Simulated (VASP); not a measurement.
An input for Quantum ESPRESSO's pw.x (written as the equivalent of a VASP run, and not itself run):

```
&CONTROL
  calculation = 'scf'
  pseudo_dir = './pseudo'
  outdir = './out'
  tprnfor = .true.
  tstress = .true.
/
&SYSTEM
  ibrav = 0
  nat = 2
  ntyp = 2
  ecutwfc = 82
  occupations = 'smearing'
  smearing = 'methfessel-paxton'
  degauss = 0.00735
  input_dft = 'vdw-df2'
/
&ELECTRONS
  conv_thr = 7.3e-09
  electron_maxstep = 100
/
ATOMIC_SPECIES
  Nb 92.906 Nb.upf
  C 12.011 C.upf
CELL_PARAMETERS angstrom
     0.0000000    2.3066088    2.3066088
     2.3066088    0.0000000    2.3066088
     2.3066088    2.3066088    0.0000000
ATOMIC_POSITIONS crystal
  Nb   0.0000000  0.0000000  0.0000000
  C    0.5000000  0.5000000  0.5000000
K_POINTS automatic
  14 14 14 0 0 0
```

Write the VASP files for the same calculation (vdW-DF2).

This is not unique; one that fits is 
File KPOINTS:
```
Automatic mesh
0
Gamma
14 14 14
0 0 0
```

INCAR:
```
# general
SYSTEM   = NbC
PREC     = Accurate
ENCUT    = 520
LREAL    = .False.
LASPH    = .True.

# electronic loop
EDIFF    = 1E-7
NELM     = 100
ALGO     = Normal
LMAXMIX  = 4

# smearing
ISMEAR   = 1
SIGMA    = 0.1

# functional
GGA      = ML
LUSE_VDW = .True.
AGGAC    = 0.0
ZAB_VDW  = -1.8867

# ions
ISIF     = 2

# output
LWAVE    = .False.
LCHARG   = .False.
```

### POSCAR
```
NbC
2.3066090
  0.0000000000   0.9999999300   0.9999999300
  0.9999999300   0.0000000000   0.9999999300
  0.9999999300   0.9999999300   0.0000000000
Nb C
1 1
Cart
  0.0000000000   0.0000000000   0.0000000000
  0.9999999300   0.9999999300   0.9999999300
```

POTCAR, in this order: Nb_sv C (PBE.64 set). Program: vasp_std.

Limits of the translation: the potentials are each code's own (VASP's PAW set, PseudoDojo norm-conserving files in pw.x), so ENCUT and ecutwfc are chosen apart and not converted; conv_thr bounds pw.x's estimated SCF error, while EDIFF bounds the energy change between steps.

The compound is NbC in the rock salt structure. This cell is one point of a volume scan, at 1.03 of the reference volume.
